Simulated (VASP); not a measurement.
# La2TaO5 (I4/m) in VASP: relaxation of cell and atoms with PBE

Aim: the relaxation of cell and atoms of La2TaO5 with PBE.

Program: VASP 6.6.1. These are calculated values, not measurements. Logs are shortened: lines on timing, memory, paths and dates and some standing lists are left out, and cuts for length are marked.

## (1) Starting point

Symmetry: I4/m, No. 87, tetragonal system. Conventional cell: a = 8.920 Å, b = 8.920 Å, c = 5.960 Å, α = 90.00°, β = 90.00°, γ = 90.00°. La (site symmetry m) is surrounded by 8 O at 2.49 Å. Around Ta (site symmetry 4) lie 4 O at 2.02 Å. O (site symmetry 1) is surrounded by 1 Ta at 2.02 Å. O (site symmetry -4) has 4 La at 2.49 Å and 4 O at 2.82 Å as nearest neighbours.

The cell was built by a generator and needn't be a form met in nature.

## (2) Relaxation of cell and atoms, PBE

Input file INCAR:

```
  ALGO = Fast
  EDIFF = 1E-4
  EDIFFG = -0.08
  ENCUT = 520
  GGA = PE
  IBRION = 2
  ISIF = 3
  ISMEAR = 0
  LASPH = True
  LCHARG = False
  LREAL = Auto
  LWAVE = False
  NELM = 60
  NSW = 24
  PREC = Normal
  SIGMA = 0.15
```

Input file KPOINTS:

```
k-points
0
Gamma
  3 3 3
```

Input file POSCAR:

```
La2TaO5
1.0
   -4.4600000000      4.4600000000      2.9800000000
    4.4600000000     -4.4600000000      2.9800000000
    4.4600000000      4.4600000000     -2.9800000000
La Ta O
4 2 10
Direct
    0.6000000000      0.2000000000      0.8000000000
    0.4000000000      0.8000000000      0.2000000000
    0.8000000000      0.6000000000      0.4000000000
    0.2000000000      0.4000000000      0.6000000000
    0.8000000000      0.8000000000      0.0000000000
    0.2000000000      0.2000000000      0.0000000000
    0.6500000000      0.5500000000      0.7000000000
    0.8500000000      0.9500000000      0.3000000000
    0.9500000000      0.6500000000      0.1000000000
    0.5500000000      0.8500000000      0.9000000000
    0.1500000000      0.0500000000      0.7000000000
    0.3500000000      0.4500000000      0.3000000000
    0.4500000000      0.1500000000      0.1000000000
    0.0500000000      0.3500000000      0.9000000000
    0.7500000000      0.2500000000      0.5000000000
    0.2500000000      0.7500000000      0.5000000000
```

Potentials or basis: VASP PAW PBE potentials, release 64 (La, Ta_pv, O).

Launch:

```sh
cat potpaw_PBE.64/La/POTCAR potpaw_PBE.64/Ta_pv/POTCAR potpaw_PBE.64/O/POTCAR > POTCAR
mpirun -np 1 vasp_std > vasp.out
```

OUTCAR:

```text
EDIFF = 1E-4
   EDIFFG = -0.08
   ENCUT = 520
   GGA = PE
   IBRION = 2
   ISIF = 3
   ISMEAR = 0
   LASPH = True
   LREAL = Auto
   NELM = 60
   NSW = 24
   PREC = Normal

 ion  position               nearest neighbor table
   1  0.600  0.200  0.800-   7 2.49  14 2.49  15 2.49   9 2.49  10 2.49  16 2.49  11 2.49  13 2.49
                             5 3.34   6 3.34
   2  0.400  0.800  0.200-  12 2.49   9 2.49  16 2.49  14 2.49  15 2.49  13 2.49   8 2.49  10 2.49
                             6 3.34   5 3.34
   3  0.800  0.600  0.400-  12 2.49  11 2.49  13 2.49   9 2.49   8 2.49  16 2.49  15 2.49   7 2.49
                             5 3.34   6 3.34
   4  0.200  0.400  0.600-   7 2.49   8 2.49  10 2.49  14 2.49  11 2.49  15 2.49  16 2.49  12 2.49
                             6 3.34   5 3.34
   5  0.800  0.800  0.000-   8 2.02   7 2.02   9 2.02  10 2.02   6 2.38   3 3.34   4 3.34   1 3.34
                             2 3.34   6 3.58
   6  0.200  0.200  0.000-  11 2.02  12 2.02  13 2.02  14 2.02   5 2.38   4 3.34   3 3.34   2 3.34
                             1 3.34   5 3.58
   7  0.650  0.550  0.700-   5 2.02   1 2.49   4 2.49   3 2.49
   8  0.850  0.950  0.300-   5 2.02   4 2.49   3 2.49   2 2.49
   9  0.950  0.650  0.100-   5 2.02   2 2.49   1 2.49   3 2.49
  10  0.550  0.850  0.900-   5 2.02   4 2.49   1 2.49   2 2.49
  11  0.150  0.050  0.700-   6 2.02   3 2.49   4 2.49   1 2.49
  12  0.350  0.450  0.300-   6 2.02   2 2.49   3 2.49   4 2.49
  13  0.450  0.150  0.100-   6 2.02   3 2.49   2 2.49   1 2.49
  14  0.050  0.350  0.900-   6 2.02   1 2.49   2 2.49   4 2.49
  15  0.750  0.250  0.500-   1 2.49   2 2.49   4 2.49   3 2.49
  16  0.250  0.750  0.500-   2 2.49   1 2.49   3 2.49   4 2.49

  LATTYP: Found a body centered tetragonal cell.
 ALAT       =     8.9200000000
 C/A-ratio  =     0.6681614350

  Lattice vectors:

 A1 = (  -4.4600000000,   4.4600000000,   2.9800000000)
 A2 = (   4.4600000000,  -4.4600000000,   2.9800000000)
 A3 = (   4.4600000000,   4.4600000000,  -2.9800000000)

Analysis of symmetry for initial positions (statically):
=====================================================================
 Subroutine PRICEL returns:
 Original cell was already a primitive cell.

 Routine SETGRP: Setting up the symmetry group for a
 body centered tetragonal supercell.

 Subroutine GETGRP returns: Found  8 space group operations
 (whereof  8 operations were pure point group operations)
 out of a pool of 16 trial point group operations.

The static configuration has the point symmetry C_4h.

Analysis of symmetry for dynamics (positions and initial velocities):
=====================================================================
 Subroutine PRICEL returns:
 Original cell was already a primitive cell.

 Routine SETGRP: Setting up the symmetry group for a
 body centered tetragonal supercell.

 Subroutine GETGRP returns: Found  8 space group operations
 (whereof  8 operations were pure point group operations)
 out of a pool of 16 trial point group operations.

The dynamic configuration has the point symmetry C_4h.

 Subroutine INISYM returns: Found  8 space group operations
 (whereof  8 operations are pure point group operations),
 and found     1 'primitive' translations

----------------------------------------------------------------------------------------

                                     Primitive cell

  volume of cell :     237.1079

  direct lattice vectors                    reciprocal lattice vectors
    -4.460000000  4.460000000  2.980000000     0.000000000  0.112107623  0.167785235
     4.460000000 -4.460000000  2.980000000     0.112107623  0.000000000  0.167785235
     4.460000000  4.460000000 -2.980000000     0.112107623  0.112107623  0.000000000

  length of vectors
     6.975930046  6.975930046  6.975930046     0.201791983  0.201791983  0.158544121

  position of ions in fractional coordinates (direct lattice)
     0.600000000  0.200000000  0.800000000
     0.400000000  0.800000000  0.200000000
     0.800000000  0.600000000  0.400000000
     0.200000000  0.400000000  0.600000000
     0.800000000  0.800000000  0.000000000
     0.200000000  0.200000000  0.000000000
[... 8 lines left out ...]
     0.750000000  0.250000000  0.500000000
     0.250000000  0.750000000  0.500000000

  ion indices of the primitive-cell ions
   primitive index   ion index
                 1           1
                 2           2
                 3           3
                 4           4
                 5           5
                 6           6
[... 8 lines left out ...]
                15          15
                16          16

----------------------------------------------------------------------------------------

 KPOINTS: k-points

Automatic generation of k-mesh.
 Grid dimensions read from file:
 generate k-points for:    3    3    3

 Generating k-lattice:

  Cartesian coordinates                     Fractional coordinates (reciprocal lattice)
     0.000000000  0.037369208  0.055928412     0.333333333  0.000000000 -0.000000000
     0.037369208  0.000000000  0.055928412     0.000000000  0.333333333 -0.000000000
     0.037369208  0.037369208  0.000000000     0.000000000  0.000000000  0.333333333

  Length of vectors
     0.067263994  0.067263994  0.052848040

  Shift w.r.t. Gamma in fractional coordinates (k-lattice)
     0.000000000  0.000000000  0.000000000

 Subroutine IBZKPT returns following result:
 ===========================================

 Found      6 irreducible k-points:

 Following reciprocal coordinates:
            Coordinates               Weight
  0.000000  0.000000  0.000000      1.000000
  0.333333 -0.000000  0.000000      8.000000
  0.333333  0.333333  0.000000      8.000000
 -0.333333  0.333333  0.000000      4.000000
 -0.333333  0.333333  0.333333      4.000000
 -0.333333 -0.333333  0.333333      2.000000
   k-points           NKPTS =      6   k-points in BZ     NKDIM =      6   number of bands    NBANDS=     75
   number of dos      NEDOS =    301   number of ions     NIONS =     16
   total plane-waves  NPLWV =  64000
   dimension x,y,z NGX =    40 NGY =   40 NGZ =   40
   dimension x,y,z NGXF=    80 NGYF=   80 NGZF=   80
   ions per type =               4   2  10
   NGX,Y,Z   is equivalent  to a cutoff of   9.53,  9.53,  9.53 a.u.
   NGXF,Y,Z  is equivalent  to a cutoff of  19.07, 19.07, 19.07 a.u.
 SYSTEM =  unknown system
   PREC   = normal    normal or accurate (medium, high low for compatibility)
   ISTART =      0    job   : 0-new  1-cont  2-samecut
   ICHARG =      2    charge: 1-file 2-atom 10-const
   ISPIN  =      1    spin polarized calculation?
   LNONCOLLINEAR =      F non collinear calculations
   LSORBIT =      F    spin-orbit coupling
   LASPH  =      T    aspherical Exc in radial PAW
   ENCUT  =  520.0 eV  38.22 Ry    6.18 a.u.  12.97 12.97 12.97*2*pi/ulx,y,z
   NELM   =     60;   NELMIN=  2; NELMDL= -5     # of ELM steps
   EDIFF  = 0.1E-03   stopping-criterion for ELM
   LREAL  =      T    real-space projection
   EDIFFG = -.8E-01   stopping-criterion for IOM
   NSW    =     24    number of steps for IOM
   IBRION =      2    ionic relax: 0-MD 1-quasi-New 2-CG
   NFREE  =      1    steps in history (QN), initial steepest desc. (CG)
   ISIF   =      3    stress and relaxation
   ISYM   =      2    0-nonsym 1-usesym 2-fastsym
   POTIM  = 0.5000    time-step for ionic-motion
   TEBEG  =    0.0;   TEEND  =   0.0 temperature during run
   PSTRESS=    0.0 pullay stress
   NELECT =     126.0000    total number of electrons
   NUPDOWN=      -1.0000    fix difference up-down
   EMIN   =  10.00;   EMAX   =-10.00  energy-range for DOS
   EFERMI =   0.00;   METHOD = LEGACY
   ISMEAR =     0;   SIGMA  =   0.15  broadening in eV -4-tet -1-fermi 0-gaus
   EFERMI_NEDOS =   21; number of points for ismear=-14 and -15
   IALGO  =     68    algorithm
   IMIX   =      4    mixing-type and parameters
     AMIX     =   0.40;   BMIX     =  1.00
     AMIX_MAG =   1.60;   BMIX_MAG =  1.00
  volume/ion in A,a.u.               =      14.82       100.01
  Fermi-wavevector in a.u.,A,eV,Ry     =   1.326019  2.505812 23.923476  1.758326
  Thomas-Fermi vector in A             =   2.455437
   LORBIT       =      0    0 simple, 1 ext, 2 COOP (PROOUT), +10 PAW based schemes
   GGA     = PE    functional components
   LHFCALC =     F    Hartree Fock is set to
   AEXX    =    0.0000 exact exchange contribution
   IVDW    =     0    specifies the selected vdW correction
   LEPSILON=     F    determine dielectric tensor
   LRPA    =     F    only Hartree local field effects (RPA)
 conjugate gradient relaxation of ions
 non-spin polarized calculation
 RMM-DIIS sequential band-by-band and
 Gauss-broadening in eV      SIGMA  =   0.15
  energy-cutoff  :      520.00
  volume of cell :      237.11
 maximum number of plane-waves:      6415
   NGX = 25   NGY = 25   NGZ = 25

--------------------------------------- Ionic step        1  -------------------------------------------

 number of electron     126.0000082 magnetization

 Free energy of the ion-electron system (eV)
  ---------------------------------------------------
  ext. energy  EPLUGINS =         0.00000000
  ---------------------------------------------------
  free energy    TOTEN  =      -139.85070713 eV

  energy without entropy =     -139.84645084  energy(sigma->0) =     -139.84857898

------------------------ aborting loop because EDIFF is reached ----------------------------------------

  FORCE on cell =-STRESS in cart. coord.  units (eV):
  Direction    XX          YY          ZZ          XY          YZ          ZX
  --------------------------------------------------------------------------------------
  -------------------------------------------------------------------------------------
  Total       -0.6435393     -0.6435393     26.2412018     -0.0000008      0.0000000      0.0000000
  in kB       -4.3485023     -4.3485023    177.3161654     -0.0000057      0.0000000      0.0000000
  external PRESSURE =      56.2063870 kB  Pullay stress =       0.0000000 kB
[... 131 lines left out ...]
  FREE ENERGIE OF THE ION-ELECTRON SYSTEM (eV)
  ---------------------------------------------------
  free  energy   TOTEN  =      -142.6414378453 eV

  energy  without entropy=     -142.6414378453  energy(sigma->0) =     -142.64143785

[... ionic steps 4 to 12 ...]

--------------------------------------- Ionic step       13  -------------------------------------------

 number of electron     125.9999999 magnetization

------------------------ aborting loop because EDIFF is reached ----------------------------------------
[... 95 lines left out ...]
--------------------------------------- Ionic step       15  -------------------------------------------

 number of electron     126.0000003 magnetization

 Free energy of the ion-electron system (eV)
  ---------------------------------------------------
  ext. energy  EPLUGINS =         0.00000000
  ---------------------------------------------------
  free energy    TOTEN  =      -143.88879711 eV

  energy without entropy =     -143.88879711  energy(sigma->0) =     -143.88879711

 E-fermi :   4.9226     XC(G=0): -10.2912

 val. band max:        4.1391900632   @ k =  -0.3333   0.3333   0.0000
 cond. band min:       7.1749590791   @ k =  -0.3333   0.3333   0.3333
 fundamental gap:      3.0357690159
 Fermi energy:         4.9225598171

 k-point     1 :       0.0000    0.0000    0.0000
  band No.  band energies     occupation
      1     -29.4522      2.00000
      2     -29.2843      2.00000
      3     -29.2842      2.00000
      4     -29.2265      2.00000
      5     -29.2265      2.00000
      6     -28.9303      2.00000
[... 500 lines left out ...]
  FREE ENERGIE OF THE ION-ELECTRON SYSTEM (eV)
  ---------------------------------------------------
  free  energy   TOTEN  =      -143.8887971144 eV

  energy  without entropy=     -143.8887971144  energy(sigma->0) =     -143.88879711

 reached required accuracy - stopping structural energy minimisation
```

Run time: 24 min. Hardware: 1 thread of AMD EPYC 7R13 (Zen 3), shared host; peak memory 0.29 GiB.

Results:

* Free energy: -143.8888 eV
* Relaxed volume: 15.82 Å³/atom
* Relaxed cell: a = 7.113 Å, b = 7.113 Å, c = 7.113 Å, α = 100.81°, β = 100.81°, γ = 128.68°
* Space group after relaxing (to 0.05 Å): I4/m (No. 87)
* Energy gained by relaxing: 252.4 meV/atom
* Ionic steps: 15
* Pressure after relaxing: -0.1 GPa
* Largest force after relaxing: 0.078 eV/Å
* Band gap on the k mesh: 3.04 eV, indirect (least direct gap 3.04 eV)

Forces in eV/Å, atoms in the order of the input:
```
La   0.036  0.022  0.000
La  -0.036 -0.022  0.000
La   0.022 -0.036  0.000
La  -0.022  0.036  0.000
Ta   0.000  0.000  0.077
Ta   0.000  0.000 -0.077
O   -0.071 -0.010 -0.031
O    0.071  0.010 -0.031
O   -0.010  0.071 -0.031
O    0.010 -0.071 -0.031
O   -0.071 -0.010  0.031
O    0.071  0.010  0.031
O   -0.010  0.071  0.031
O    0.010 -0.071  0.031
O    0.000  0.000  0.000
O    0.000  0.000  0.000
```

Stress tensor (GPa, compression positive):
```
-0.06  0.00  0.00
 0.00 -0.06  0.00
 0.00  0.00 -0.23
```

Step by step:
```tsv
step	energy change (eV)	largest force (eV/Å)	pressure (GPa)	volume (Å³)
1	0.0000	6.7407	5.62	237.11
2	-1.6699	2.8816	7.00	254.88
3	-2.7907	2.1433	4.16	246.92
4	-3.5021	0.6911	-5.64	263.64
5	-3.5558	0.6659	-3.82	259.87
6	-3.7797	0.9263	2.03	251.32
7	-3.7892	0.8118	0.98	252.77
8	-3.9246	0.7146	-0.09	252.55
9	-3.9313	0.8930	-0.33	252.50
10	-4.0157	0.2603	0.81	251.39
11	-4.0159	0.2536	0.81	251.42
12	-4.0305	0.2100	-0.58	253.53
13	-4.0307	0.1751	-0.40	253.59
14	-4.0380	0.0898	-0.13	253.22
15	-4.0381	0.0784	-0.12	253.19
```

Final structure:
```xyz
16
Lattice="-4.5335 4.5335 3.0798 4.5335 -4.5335 3.0798 4.5335 4.5335 -3.0798" Properties=species:S:1:pos:R:3 pbc="T T T"
La    1.5770    5.5495    0.0000
La    2.9565   -1.0160    3.0798
La    1.0160    2.9565    3.0798
La    3.5176    1.5770    0.0000
Ta    0.0000    0.0000    4.7503
Ta    0.0000    0.0000    1.4093
O     2.8062    3.6768    1.4155
O     1.7273    0.8568    4.4952
O    -0.8568    1.7273    4.4952
O     5.3903    2.8062    1.4155
O     2.8062    3.6768   -1.4155
O     1.7273    0.8568    1.6643
O    -0.8568    1.7273    1.6643
O     5.3903    2.8062   -1.4155
O     0.0000    4.5335    1.5399
O     4.5335    0.0000    1.5399
```

Caveat: the k mesh is coarse (spacing up to 0.42 Å⁻¹), so the values aren't converged; spin-orbit coupling is left out, which moves the levels of the heavy elements; an odd mesh through Γ misses points on the zone boundary, where band edges often lie; the relaxation stopped at a loose force limit of 0.08 eV/Å, so its end isn't a converged minimum. PBE gaps usually lie below the measured ones, often by a third to a half.
